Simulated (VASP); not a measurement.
Method: PBEsol GGA, VASP's PBE PAW potentials (set 64) (plane waves; VASP).

Input for VASP

**INCAR**
```
SYSTEM  =  Ir
PREC  =  Accurate; ENCUT  =  400; LREAL  =  F
LASPH  =  T
EDIFF  =  1E-7; NELM  =  100; ALGO  =  Normal
LMAXMIX  =  6
ISMEAR  =  -5
GGA  =  PS
ISIF  =  2
LWAVE  =  F; LCHARG  =  T; LORBIT  =  11
NEDOS  =  601
```

### KPOINTS
```
Automatic mesh
0
Gamma
13 13 13
0 0 0
```

File POSCAR:
```
Ir
1
    0.0000000000     2.7516480867     2.7516480867
    2.7516480867     0.0000000000     2.7516480867
    2.7516480867     2.7516480867     0.0000000000
Ir
2
Direct
  0.7500000000   0.7500000000   0.7500000000
  0.5000000000   0.5000000000   0.5000000000
```

POTCAR, in this order: Ir (PBE.64 set). Program: vasp_std.

Output

File OUTCAR:
```
 ion  position               nearest neighbor table
   1  0.750  0.750  0.750-   2 2.38   2 2.38   2 2.38   2 2.38
   2  0.500  0.500  0.500-   1 2.38   1 2.38   1 2.38   1 2.38
  LATTYP: Found a face centered cubic cell.
 ALAT       =     5.5032961734
 Subroutine PRICEL returns:
 Original cell was already a primitive cell.
 Subroutine GETGRP returns: Found 48 space group operations
The static configuration has the point symmetry T_d .
 The point group associated with its full space group is O_h .
The dynamic configuration has the point symmetry T_d .
 Subroutine INISYM returns: Found 48 space group operations
 Subroutine IBZKPT returns following result:
 Found     84 irreducible k-points:

 Following reciprocal coordinates:
            Coordinates               Weight
  0.000000  0.000000  0.000000      1.000000
  0.076923  0.000000  0.000000      8.000000
  0.153846  0.000000  0.000000      8.000000
  0.230769  0.000000  0.000000      8.000000
  0.307692  0.000000  0.000000      8.000000
  0.384615  0.000000  0.000000      8.000000
  0.461538  0.000000  0.000000      8.000000
  0.076923  0.076923  0.000000      6.000000
  0.153846  0.076923  0.000000     24.000000
  0.230769  0.076923  0.000000     24.000000
  0.307692  0.076923  0.000000     24.000000
  0.384615  0.076923  0.000000     24.000000
  0.461538  0.076923  0.000000     24.000000
 -0.461538  0.076923  0.000000     24.000000
 -0.384615  0.076923  0.000000     24.000000
 -0.307692  0.076923  0.000000     24.000000
 -0.230769  0.076923  0.000000     24.000000
 -0.153846  0.076923  0.000000     24.000000
 -0.076923  0.076923  0.000000     12.000000
  0.153846  0.153846  0.000000      6.000000
  0.230769  0.153846  0.000000     24.000000
  0.307692  0.153846  0.000000     24.000000
  0.384615  0.153846  0.000000     24.000000
  0.461538  0.153846  0.000000     24.000000
 -0.461538  0.153846  0.000000     24.000000
 -0.384615  0.153846  0.000000     24.000000
 -0.307692  0.153846  0.000000     24.000000
 -0.230769  0.153846  0.000000     24.000000
 -0.153846  0.153846  0.000000     12.000000
  0.230769  0.230769  0.000000      6.000000
  0.307692  0.230769  0.000000     24.000000
  0.384615  0.230769  0.000000     24.000000
  0.461538  0.230769  0.000000     24.000000
 -0.461538  0.230769  0.000000     24.000000
 -0.384615  0.230769  0.000000     24.000000
 -0.307692  0.230769  0.000000     24.000000
 -0.230769  0.230769  0.000000     12.000000
  0.307692  0.307692  0.000000      6.000000
  0.384615  0.307692  0.000000     24.000000
  0.461538  0.307692  0.000000     24.000000
   k-points           NKPTS =     84   k-points in BZ     NKDIM =     84   number of bands    NBANDS=     13
   number of dos      NEDOS =    601   number of ions     NIONS =      2
   total plane-waves  NPLWV =  21952
   dimension x,y,z NGX =    28 NGY =   28 NGZ =   28
   dimension x,y,z NGXF=    56 NGYF=   56 NGZF=   56
   ions per type =               2
   PREC   = accura    normal or accurate (medium, high low for compatibility)
   ISTART =      0    job   : 0-new  1-cont  2-samecut
   ICHARG =      2    charge: 1-file 2-atom 10-const
   ISPIN  =      1    spin polarized calculation?
   LNONCOLLINEAR =      F non collinear calculations
   LSORBIT =      F    spin-orbit coupling
   INIWAV =      1    electr: 0-lowe 1-rand  2-diag
   ENCUT  =  400.0 eV  29.40 Ry    5.42 a.u.   6.35  6.35  6.35*2*pi/ulx,y,z
   NELM   =    100;   NELMIN=  2; NELMDL= -5     # of ELM steps
   EDIFF  = 0.1E-06   stopping-criterion for ELM
   LREAL  =      F    real-space projection
   NLSPLINE    = F    spline interpolate recip. space projectors
...
```

### OSZICAR
```
       N       E                     dE             d eps       ncg     rms          rms(c)
DAV:   1     0.124362223048E+03    0.12436E+03   -0.71015E+03  2184   0.106E+03
DAV:   2    -0.108187545899E+02   -0.13518E+03   -0.12399E+03  2234   0.321E+02
DAV:   3    -0.182039716388E+02   -0.73852E+01   -0.71190E+01  2850   0.752E+01
DAV:   4    -0.183468723994E+02   -0.14290E+00   -0.14216E+00  2428   0.113E+01
DAV:   5    -0.183493665044E+02   -0.24941E-02   -0.24959E-02  2730   0.136E+00    0.159E+01
DAV:   6    -0.173923494320E+02    0.95702E+00   -0.22190E+00  2646   0.180E+01    0.606E+00
DAV:   7    -0.172708095760E+02    0.12154E+00   -0.25738E-01  3131   0.554E+00    0.216E+00
DAV:   8    -0.172502385441E+02    0.20571E-01   -0.22078E-02  2284   0.137E+00    0.221E-01
DAV:   9    -0.172501499861E+02    0.88558E-04   -0.61833E-04  2519   0.232E-01    0.435E-02
DAV:  10    -0.172501823339E+02   -0.32348E-04   -0.29953E-05  2688   0.452E-02    0.753E-03
DAV:  11    -0.172501799180E+02    0.24159E-05   -0.34580E-06  2589   0.223E-02    0.398E-03
DAV:  12    -0.172501796623E+02    0.25566E-06   -0.66890E-08  1592   0.238E-03    0.527E-04
DAV:  13    -0.172501798533E+02   -0.19100E-06   -0.10838E-08  1417   0.113E-03    0.981E-05
DAV:  14    -0.172501798942E+02   -0.40875E-07   -0.26873E-09  1257   0.500E-04
   1 F= -.17250180E+02 E0= -.17250180E+02  d E =0.000000E+00
```

OUTCAR:
```
------------------------ aborting loop because EDIFF is reached ----------------------------------------
  FORCE on cell =-STRESS in cart. coord.  units (eV):
  Direction    XX          YY          ZZ          XY          YZ          ZX
  --------------------------------------------------------------------------------------
  Total       -0.0093886     -0.0093886     -0.0093886      0.0000000      0.0000000      0.0000000
  in kB       -0.3609978     -0.3609978     -0.3609978      0.0000000      0.0000000      0.0000000
  external PRESSURE =      -0.3609978 kB  Pullay stress =       0.0000000 kB
  volume of cell :       41.67
      direct lattice vectors                 reciprocal lattice vectors
     0.000000000  2.751648087  2.751648087    -0.181709283  0.181709283  0.181709283
     2.751648087  0.000000000  2.751648087     0.181709283 -0.181709283  0.181709283
     2.751648087  2.751648087  0.000000000     0.181709283  0.181709283 -0.181709283
 POSITION                                       TOTAL-FORCE (eV/Angst)
 -----------------------------------------------------------------------------------
      4.12747      4.12747      4.12747        -0.000000     -0.000000     -0.000000
      2.75165      2.75165      2.75165         0.000000      0.000000      0.000000
 -----------------------------------------------------------------------------------
    total drift:                                0.000000      0.000000      0.000000
  FREE ENERGIE OF THE ION-ELECTRON SYSTEM (eV)
  ---------------------------------------------------
  free  energy   TOTEN  =       -17.2501798942 eV

  energy  without entropy=      -17.2501798942  energy(sigma->0) =      -17.25017989

 total charge

# of ion       s       p       d       tot
------------------------------------------
    1        0.804   0.609   6.993   8.406
    2        0.804   0.609   6.993   8.406
--------------------------------------------------
tot          1.608   1.219  13.986  16.812
```
(Selected blocks of OUTCAR.)

For a metal the tetrahedron method with Blöchl corrections gives inexact stress and forces.

The structure was generated: Ir was put into the diamond type (Fd-3m), which need not be its known phase. It was relaxed first, which changed the volume by +12 %.
